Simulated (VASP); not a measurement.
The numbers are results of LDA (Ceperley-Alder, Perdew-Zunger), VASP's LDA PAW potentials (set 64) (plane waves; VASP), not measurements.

VASP ran on this input.

**POSCAR**
```
HfN
1
    0.0000000000     2.2311423101     2.2311423101
    2.2311423101     0.0000000000     2.2311423101
    2.2311423101     2.2311423101     0.0000000000
Hf N
1 1
Direct
  0.0000000000   0.0000000000   0.0000000000
  0.5000000000   0.5000000000   0.5000000000
```

INCAR:
```
SYSTEM = HfN
PREC = Accurate
ENCUT = 520
EDIFF = 1E-7
NELM = 100
ALGO = Normal
LREAL = .FALSE.
LASPH = .TRUE.
ISMEAR = 0
SIGMA = 0.05
LMAXMIX = 6
LWAVE = .FALSE.
LCHARG = .FALSE.
LORBIT = 11
ICHARG = 11
```

File KPOINTS:
```
k-points along high-symmetry lines
15
Line-mode
Reciprocal
  0.000000   0.000000   0.000000 ! GAMMA
  0.500000   0.000000   0.500000 ! X

  0.500000   0.000000   0.500000 ! X
  0.625000   0.250000   0.625000 ! U

  0.375000   0.375000   0.750000 ! K
  0.000000   0.000000   0.000000 ! GAMMA

  0.000000   0.000000   0.000000 ! GAMMA
  0.500000   0.500000   0.500000 ! L

  0.500000   0.500000   0.500000 ! L
  0.500000   0.250000   0.750000 ! W

  0.500000   0.250000   0.750000 ! W
  0.500000   0.000000   0.500000 ! X
```

POTCAR, in this order: Hf_pv N (LDA.64 set). Program: vasp_std. Read from the step before: CHGCAR.

The run wrote:

**OSZICAR**
```
       N       E                     dE             d eps       ncg     rms          rms(c)
DAV:   1     0.364551293438E+02    0.36455E+02   -0.83781E+03  1996   0.129E+03
DAV:   2    -0.193938198954E+02   -0.55849E+02   -0.51612E+02  2534   0.244E+02
DAV:   3    -0.215450092187E+02   -0.21512E+01   -0.20917E+01  2636   0.358E+01
DAV:   4    -0.215699282305E+02   -0.24919E-01   -0.24632E-01  2466   0.358E+00
DAV:   5    -0.215704278478E+02   -0.49962E-03   -0.49847E-03  2597   0.375E-01
DAV:   6    -0.215704491820E+02   -0.21334E-04   -0.21333E-04  2539   0.464E-02
DAV:   7    -0.215704494793E+02   -0.29726E-06   -0.29638E-06  2534   0.642E-03
DAV:   8    -0.215704494894E+02   -0.10142E-07   -0.10384E-07  1905   0.105E-03
   1 F= -.21570449E+02 E0= -.21568774E+02  d E =-.335069E-02
```

### OUTCAR
```
 val. band max:        8.0485327110   @ k =   0.0357   0.0000   0.0357

 cond. band min:       8.1226392532   @ k =   0.0000   0.0000   0.0000



 k-point     1 :       0.0000    0.0000    0.0000
  band No.  band energies     occupation
      1     -22.2552      2.00000
      2     -22.2552      2.00000
      3     -22.2552      2.00000
      4      -8.9149      2.00000
      5       5.5450      2.00000
      6       5.5450      2.00000
      7       5.5450      2.00000
      8       8.1226      0.81290
      9       8.1226      0.81290
     10       8.1226      0.81290
     11      10.5353      0.00000

 k-point     2 :       0.0357    0.0000    0.0357
  band No.  band energies     occupation
      1     -22.2704      2.00000
      2     -22.2598      2.00000
      3     -22.2598      2.00000
      4      -8.8709      2.00000
      5       5.2619      2.00000
      6       5.4799      2.00000
      7       5.4799      2.00000
      8       8.0485      1.93702
      9       8.2575      0.00005
     10       8.2575      0.00005
     11      10.5596      0.00000

 k-point     3 :       0.0714    0.0000    0.0714
  band No.  band energies     occupation
      1     -22.3149      2.00000
      2     -22.2733      2.00000
      3     -22.2733      2.00000
      4      -8.7436      2.00000
      5       4.5923      2.00000
      6       5.3218      2.00000
      7       5.3218      2.00000
      8       7.8393      2.00000
      9       8.6227      0.00000
     10       8.6227      0.00000
     11      10.6259      0.00000

 k-point     4 :       0.1071    0.0000    0.1071
  band No.  band energies     occupation
      1     -22.3843      2.00000
      2     -22.2951      2.00000
      3     -22.2951      2.00000
      4      -8.5475      2.00000
      5       3.8003      2.00000
      6       5.1353      2.00000
      7       5.1353      2.00000
      8       7.5278      2.00000
      9       9.1462      0.00000
     10       9.1462      0.00000
...
```

The density is held fixed in this step, so its total energy and stress have no physical meaning. Unless said otherwise, spin-orbit coupling is left out, though it shifts the bands of the heavy elements here.

The compound is HfN in the rock salt structure. It was relaxed first. The electron count is odd and the run is not spin-polarised, which forces a metal.
